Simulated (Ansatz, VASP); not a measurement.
# MgH16C2S2O14F6: VASP beside Ansatz

Wanted: the spread between two codes on one cell, functional and k mesh. The cell is taken from a series of runs on this material, whose earlier steps may have relaxed, scaled, displaced or heated it; both programs get it as it stands.

Method: plane waves, with VASP 6.6.1 beside it; single point at PBEsol, in Ansatz 0.2.0.

**1. The structure**

The cell holds 164 atoms: 56 O, 8 S, 8 C, 24 F, 64 H and 4 Mg. Its edges and angles: a = 12.233 Å, b = 12.233 Å, c = 12.233 Å, α = 90.0°, β = 90.0°, γ = 90.0°.

**2. Ansatz: single point, PBEsol**

Ansatz runs on its default PAW (the set named soft_2) files.

A single point gives forces, pressure and levels at one fixed geometry, so differences don't come from the geometry; what else differs is listed under the comparison.

The input, input.yaml:

```yaml
crystal:
  lattice:
    - [12.23256, 0.0, 0.0]
    - [0.0, 12.23256, 0.0]
    - [0.0, 0.0, 12.23256]
  atoms:
    - { symbol: O, position: [0.36811, 0.53518, 0.47734] }
    - { symbol: S, position: [0.32895, 0.55663, 0.59212] }
    - { symbol: O, position: [0.30193, 0.67349, 0.59835] }
    - { symbol: O, position: [0.39867, 0.5108, 0.67973] }
    - { symbol: C, position: [0.19491, 0.4792, 0.59645] }
    - { symbol: F, position: [0.20879, 0.37734, 0.63834] }
    - { symbol: F, position: [0.10574, 0.52274, 0.64488] }
    - { symbol: F, position: [0.15586, 0.46674, 0.49262] }
    - { symbol: O, position: [0.83586, 0.07768, 0.967] }
    - { symbol: S, position: [0.87509, 0.96784, 0.9379] }
    - { symbol: O, position: [0.99392, 0.95592, 0.94493] }
    - { symbol: O, position: [0.83531, 0.93186, 0.83233] }
    - { symbol: C, position: [0.81316, 0.87731, 0.05131] }
    - { symbol: F, position: [0.88214, 0.79755, 0.09101] }
    - { symbol: F, position: [0.77083, 0.93153, 0.13939] }
    - { symbol: F, position: [0.73163, 0.82334, 0.00438] }
    - { symbol: O, position: [0.73324, 0.24846, 0.70816] }
    - { symbol: S, position: [0.73802, 0.32388, 0.80156] }
    - { symbol: O, position: [0.78357, 0.28133, 0.903] }
    - { symbol: O, position: [0.62908, 0.36739, 0.8177] }
    - { symbol: C, position: [0.83017, 0.44047, 0.76738] }
    - { symbol: F, position: [0.78807, 0.50617, 0.68845] }
    - { symbol: F, position: [0.84561, 0.50983, 0.85454] }
    - { symbol: F, position: [0.93155, 0.40669, 0.73432] }
    - { symbol: O, position: [0.22434, 0.4678, 0.83444] }
    - { symbol: S, position: [0.15747, 0.51966, 0.91885] }
    - { symbol: O, position: [0.23292, 0.56888, 0.99268] }
    - { symbol: O, position: [0.07368, 0.4504, 0.96482] }
    - { symbol: C, position: [0.08883, 0.63544, 0.8491] }
    - { symbol: F, position: [0.05259, 0.70536, 0.92607] }
[... 128 atom lines left out ...]
    - { symbol: H, position: [0.64997, 0.85184, 0.32781] }
    - { symbol: H, position: [0.68216, 0.97537, 0.28874] }
    - { symbol: Mg, position: [0.85424, 0.22046, 0.02094] }
    - { symbol: Mg, position: [0.68922, 0.98642, 0.50961] }
    - { symbol: Mg, position: [0.50651, 0.43944, 0.76012] }
    - { symbol: Mg, position: [0.27454, 0.84864, 0.35462] }
kpoints:
  mp_grid: { grid: [1, 1, 1] }
hamiltonian:
  xc: pbesol
scf:
  occupations: { method: gaussian, width: 0.025 }
output:
  forces: true
  stress: true
  populations: intrinsic
  dos:
    method: { smearing: { sigma: 0.1 } }
    de: 0.1
    projected: { site_lists: { C: [C], F: [F], H: [H], Mg: [Mg], O: [O] } }
  eigenvalues: true
  write_density: true
  write_potential: true
  volumetric_format: npy
```

The run is started by

```sh
> ansatz run input.yaml --threads 8 --pin off --max-ram 15872MiB --backend cpu --events-out ev --progress --plain --runs-dir out
```

Numbers of over 12 decimals in the logs are rounded to 6 here.

Log:

```text
Engine: ansatz 0.2.0, aarch64-unknown-linux-gnu
Pseudopotentials: kind: paw
Pseudopotential: O, paw, valence charge 6, recommended cutoff 420 eV (normal), O.paw.azcp
Pseudopotential: S, paw, valence charge 6, recommended cutoff 420 eV (normal), S.paw.azcp
Pseudopotential: C, paw, valence charge 4, recommended cutoff 420 eV (normal), C.paw.azcp
Pseudopotential: F, paw, valence charge 7, recommended cutoff 420 eV (normal), F.paw.azcp
Pseudopotential: H, paw, valence charge 1, recommended cutoff 420 eV (normal), H.paw.azcp
Pseudopotential: Mg, paw, valence charge 10, recommended cutoff 420 eV (normal), Mg.paw.azcp
Functional definition: PBEsol
  exchange = pbesol_x
  correlation = pbesol_c
Crystal: 164 atoms, lattice volume = 1830.426 Å³
Basis set: ecut = 420 eV, 35729 PW (Γ), exchange–correlation on 180×180×180 points (8 copies of the dense FFT grid, shifted against one another)
Bands: 508, of which v1, the nominal top of the filled ones, is band 344 counted from 1 (343 counted from 0)
Symmetry: 1 space group operations
Space group: P1 (ITA 1), of the structure as read, at distance tolerance 1.2e-4 Å
k-points: 1
Non-local potential: O, projectors of the file, l = 0: 2, l = 1: 2, l = 2: 1
Non-local potential: S, projectors of the file, l = 0: 2, l = 1: 2, l = 2: 2
Non-local potential: C, projectors of the file, l = 0: 2, l = 1: 2, l = 2: 1
Non-local potential: F, projectors of the file, l = 0: 2, l = 1: 2, l = 2: 1
Non-local potential: H, projectors of the file, l = 0: 2, l = 1: 1
Non-local potential: Mg, projectors of the file, l = 0: 3, l = 1: 2, l = 2: 1
PAW form: soft (Blöchl's): semilocal exchange-correlation on the pseudo side does not see the compensation charge
PAW frozen core: O, regenerated for the run's functional, and the local potential with it (the file was generated under x = pbe(κ = 0.804, μ = 0.219515), c = pbe(β = 0.066725))
PAW frozen core: S, regenerated for the run's functional, and the local potential with it (the file was generated under x = pbe(κ = 0.804, μ = 0.219515), c = pbe(β = 0.066725))
PAW frozen core: C, regenerated for the run's functional, and the local potential with it (the file was generated under x = pbe(κ = 0.804, μ = 0.219515), c = pbe(β = 0.066725))
PAW frozen core: F, regenerated for the run's functional, and the local potential with it (the file was generated under x = pbe(κ = 0.804, μ = 0.219515), c = pbe(β = 0.066725))
PAW frozen core: Mg, regenerated for the run's functional, and the local potential with it (the file was generated under x = pbe(κ = 0.804, μ = 0.219515), c = pbe(β = 0.066725))
PAW one-centre angular grid: O, 110 points (default); XC on 64 Gauss nodes
PAW one-centre angular grid: S, 110 points (default); XC on 64 Gauss nodes
PAW one-centre angular grid: C, 110 points (default); XC on 64 Gauss nodes
PAW one-centre angular grid: F, 110 points (default); XC on 64 Gauss nodes
PAW one-centre angular grid: H, 110 points (default); XC on 64 Gauss nodes
PAW one-centre angular grid: Mg, 110 points (default); XC on 64 Gauss nodes
Initial density: superposition of atomic densities (neutral atoms: chi_scale 0, normalization atom), corrected by the library's trained network
Initial wavefunctions: pseudopotential atomic-orbital guess
Functional: x = pbesol(κ = 0.804, μ = 0.123457), c = pbesol(β = 0.046)
SCF iter   1: F=—  HF=-68317.905314 eV  |F-HF|=—  |Δ(HF+E_count)|=         —  Δρ=8.31e-3  dr2=1.09e0  ethr=1.77e-3  ⟨swp⟩=6.0  Hψ=2365  notcnv=0  defer=35
preconditioner: auto → Resta (q_TF=auto, 2.318 Å⁻¹)  ε∞=2.5  [insulator: Δε(μ)=4.936 eV  Ē_g=17.688 eV  σ=0.025 eV  W_gap=1.00  n_scr=388 (ndim 8)  ℏωp=22.0 eV  f_vac=0.279  D(μ)=0.00/eV (n_scr^D=0)  ε∞_Penn≈2.5  vacuum switching on, ρ_ref=2.3e-2 e/Å³]
SCF iter   2: F=—  HF=-68317.543987 eV  |F-HF|=—  |Δ(HF+E_count)|=   3.61e-1  Δρ=2.55e-3  dr2=1.18e-1  ethr=1.58e-4  ⟨swp⟩=2.0  Hψ=886  notcnv=0  defer=157
SCF iter   3: F=—  HF=-68317.528564 eV  |F-HF|=—  |Δ(HF+E_count)|=   1.54e-2  Δρ=1.30e-3  dr2=2.55e-2  ethr=1.71e-5  ⟨swp⟩=5.0  Hψ=689  notcnv=0  defer=157
SCF iter   4: F=—  HF=-68317.525979 eV  |F-HF|=—  |Δ(HF+E_count)|=   2.58e-3  Δρ=4.85e-4  dr2=3.25e-3  ethr=3.70e-6  ⟨swp⟩=5.0  Hψ=1323  notcnv=0  defer=156
SCF iter   5: F=—  HF=-68317.526101 eV  |F-HF|=—  |Δ(HF+E_count)|=   1.22e-4  Δρ=2.06e-4  dr2=5.66e-4  ethr=4.73e-7  ⟨swp⟩=2.0  Hψ=651  notcnv=0  defer=156
SCF iter   6: F=—  HF=-68317.526058 eV  |F-HF|=—  |Δ(HF+E_count)|=   4.32e-5  Δρ=5.86e-5  dr2=4.57e-5  ethr=8.23e-8  ⟨swp⟩=2.0  Hψ=648  notcnv=0  defer=156
SCF iter   7: F=—  HF=-68317.530395 eV  |F-HF|=—  |Δ(HF+E_count)|=   4.34e-3  Δρ=2.48e-5  dr2=7.93e-6  ethr=6.64e-9  ⟨swp⟩=3.0  Hψ=700  notcnv=0  defer=156
[...]
--- intrinsic populations: 164 sites ---
  site symbol       q [e]
     0      O      6.8150
     1      S      3.8322
     2      O      6.8250
     3      O      6.9202
     4      C      3.4153
     5      F      7.2485
     6      F      7.2524
     7      F      7.2596
     8      O      6.9590
     9      S      3.7890
    10      O      6.8547
    11      O      6.8617
    12      C      3.4232
    13      F      7.2570
    14      F      7.2446
    15      F      7.2379
    16      O      6.8396
    17      S      3.7482
    18      O      6.9362
    19      O      6.9732
    20      C      3.4379
    21      F      7.2340
    22      F      7.2493
    23      F      7.2427
[...]
156      H      0.6303
   157      O      6.8452
   158      H      0.6184
   159      H      0.5981
   160     Mg      8.3893
   161     Mg      8.3866
   162     Mg      8.3885
   163     Mg      8.3861
  spilling = 0.000000 (of n_electrons = 688.000000)
```

In the SCF lines HF is the Harris–Foulkes energy and dr2 the Hartree energy of the density residual, in eV; the loop may stop once dr2 is under the threshold and the program's other checks hold. Hψ counts applications of the Hamiltonian.

**3. VASP: single point, PBEsol**

The same cell, functional, mesh and smearing now go to VASP, with its own data sets.

Lines of VASP's logs that name or quote its potential files are left out, and so is its time.

The input, INCAR:

```
SYSTEM = MgH16C2S2O14F6
PREC = Accurate
ENCUT = 600
EDIFF = 1E-06
NELM = 120
ISMEAR = 0
SIGMA = 0.025
LREAL = Auto
ALGO = Normal
GGA = PS
NBANDS = 442
LORBIT = 11
LWAVE = .FALSE.
LCHARG = .FALSE.
ISIF = 2
LASPH = .TRUE.
GGA_COMPAT = .FALSE.
EFERMI = MIDGAP
```

The input, POSCAR:

```
MgH16C2S2O14F6
1.0
   12.2325600000      0.0000000000      0.0000000000
    0.0000000000     12.2325600000      0.0000000000
    0.0000000000      0.0000000000     12.2325600000
O S C F H Mg
56 8 8 24 64 4
Direct
    0.3681100000      0.5351800000      0.4773400000
    0.3019300000      0.6734900000      0.5983500000
    0.3986700000      0.5108000000      0.6797300000
    0.8358600000      0.0776800000      0.9670000000
    0.9939200000      0.9559200000      0.9449300000
    0.8353100000      0.9318600000      0.8323300000
    0.7332400000      0.2484600000      0.7081600000
    0.7835700000      0.2813300000      0.9030000000
    0.6290800000      0.3673900000      0.8177000000
    0.2243400000      0.4678000000      0.8344400000
    0.2329200000      0.5688800000      0.9926800000
    0.0736800000      0.4504000000      0.9648200000
    0.3987400000      0.1657700000      0.9107400000
    0.3836800000      0.0318400000      0.0597600000
    0.5027200000      0.1869300000      0.0799300000
    0.0042500000      0.0510600000      0.4092800000
    0.0162400000      0.9231400000      0.5608900000
    0.8408100000      0.0009800000      0.5094300000
    0.8833500000      0.5013700000      0.2512900000
    0.7368400000      0.3696500000      0.2564300000
    0.6956100000      0.5623300000      0.2682400000
    0.5376100000      0.9940500000      0.5075000000
    0.3591000000      0.9600300000      0.4259400000
    0.4527200000      0.1287300000      0.3970600000
    0.5850300000      0.7388400000      0.2902100000
    0.6816300000      0.1455800000      0.4402200000
    0.2042300000      0.7225500000      0.2874300000
    0.5188900000      0.4170200000      0.4146000000
    0.0043700000      0.2336800000      0.9283300000
    0.3021800000      0.5424200000      0.2098500000
[... 128 atom lines left out ...]
    0.6499700000      0.8518400000      0.3278100000
    0.6821600000      0.9753700000      0.2887400000
    0.8542400000      0.2204600000      0.0209400000
    0.6892200000      0.9864200000      0.5096100000
    0.5065100000      0.4394400000      0.7601200000
    0.2745400000      0.8486400000      0.3546200000
```

The input, KPOINTS:

```
Automatic mesh
0
Gamma
1 1 1
0 0 0
```

PAW data sets: O, S, C, F, H and Mg (PBE family, release 64).

The run is started by

```sh
> export OMP_NUM_THREADS=4
> mpirun -np 1 vasp_gam
```

Log:

```text
[banner, memory and clock lines left out]
running    1 mpi-ranks, on    1 nodes
[...]
Offloading initialized ...    1 GPUs detected
[...]
|                                                                             |
|               ----> ADVICE to this user running VASP <----                  |
|                                                                             |
|     You enforced a specific xc type in the INCAR file but a different       |
|     [... a line on the potential file left out ...]
|     I HOPE YOU KNOW WHAT YOU ARE DOING!                                     |
|                                                                             |

 LDA part: xc-table for (Slater+PW92), standard interpolation
 POSCAR, INCAR and KPOINTS ok, starting setup
[...]
entering main loop
       N       E                     dE             d eps       ncg     rms          rms(c)
DAV:   1     0.649530994861E+04    0.64953E+04   -0.41838E+05   908   0.161E+03
DAV:   2    -0.362286007781E+03   -0.68576E+04   -0.65897E+04  1086   0.380E+02
DAV:   3    -0.950582525714E+03   -0.58830E+03   -0.58372E+03  1072   0.116E+02
DAV:   4    -0.962055381941E+03   -0.11473E+02   -0.11417E+02  1072   0.174E+01
[...]
DAV:  18    -0.873868221256E+03    0.40558E-05   -0.92451E-06  1064   0.130E-02    0.653E-03
DAV:  19    -0.873868219272E+03    0.19839E-05   -0.56176E-06  1000   0.823E-03    0.375E-03
DAV:  20    -0.873868218602E+03    0.67051E-06   -0.16350E-06   760   0.430E-03
   1 F= -.87386822E+03 E0= -.87386822E+03  d E =0.000000E+00
```

Parts of OUTCAR (step 3):

```text
  FREE ENERGIE OF THE ION-ELECTRON SYSTEM (eV)
  ---------------------------------------------------
  free  energy   TOTEN  =      -873.8682186016 eV

  energy  without entropy=     -873.8682186016  energy(sigma->0) =     -873.86821860
```

The run ends at a pressure of 0.08 GPa, with forces up to 4.5 eV/Å.

**4. Differences**

Known differences besides the potentials themselves: the data sets hold 688 valence electrons in Ansatz (on its default PAW (the set named soft_2) files) and 656 in VASP; the cutoff is 420 eV in Ansatz and 600 eV in VASP (PREC = Accurate, projectors in real space); Ansatz makes its cores anew for this functional, VASP keeps those of its PBE data sets. Total energies have different zeros and are not compared.

Compared:

```tsv
quantity	Ansatz	VASP	difference
pressure (GPa)	0.14	0.08	+0.07
gap on the k mesh (eV)	4.255	4.156	+0.100
```

Forces on 10 of the 164 atoms, those with the largest forces and the largest differences (eV/Å; atoms numbered as in POSCAR):

```tsv
atom	Ansatz x, y, z	VASP x, y, z
O3	-2.595, 1.807, -2.328	-2.679, 1.863, -2.443
O8	-0.940, 1.146, -2.642	-1.023, 1.228, -2.836
O23	1.232, 2.362, 2.347	1.308, 2.450, 2.394
S60	0.704, -1.936, -2.363	0.852, -2.012, -2.157
S64	0.267, -2.719, -3.303	0.404, -2.804, -3.443
C65	-2.600, -1.764, -0.988	-2.188, -1.538, -0.954
C69	2.545, -1.706, -0.126	2.141, -1.528, 0.088
C71	1.000, -0.370, 3.599	0.952, -0.386, 3.194
C72	0.600, 2.103, 1.244	0.898, 1.918, 0.843
F96	-1.011, -1.646, -0.168	-1.509, -1.876, 0.018
```

The forces differ by 126 meV/Å r.m.s., which is 15.3 % of the r.m.s. force of 0.829 eV/Å (both taken over all components). A gap on the mesh is an upper bound, since the band edges may lie between its points.

**5. Outcome**

```json
{"r.m.s. force difference (single point, PBEsol)": "15 % of the r.m.s. force", "difference in gap on the k mesh (single point, PBEsol)": "0.100 eV"}
```

The r.m.s. force difference is 15 % of the r.m.s. force (single point, PBEsol), beyond the 3 % picked in this series as the mark of a large difference. The data sets hold unlike numbers of valence electrons (688 in Ansatz and 656 in VASP), so part of the differences comes from the potentials. By the marks of this series, far apart in the single point, PBEsol pair: the r.m.s. force difference, 15 % of the r.m.s. force and the difference in gap on the k mesh, 0.100 eV. What causes the difference of the single point, PBEsol pair stays open here. How closely two codes agree says nothing of how well the functional describes the real material.

[Lines on the potential files, build, host, timing and source positions are cut from VASP's logs without a mark.]

[Logs are printed without paths, hosts, clocks, repeated set-up lines and the standing remarks that a program may print on its own settings, such as how far it seeks lower states.]

[Hosts, paths, dates, database ids (printed as entryN), source tags and the programs' standing remarks are cut or masked in the printed files.]
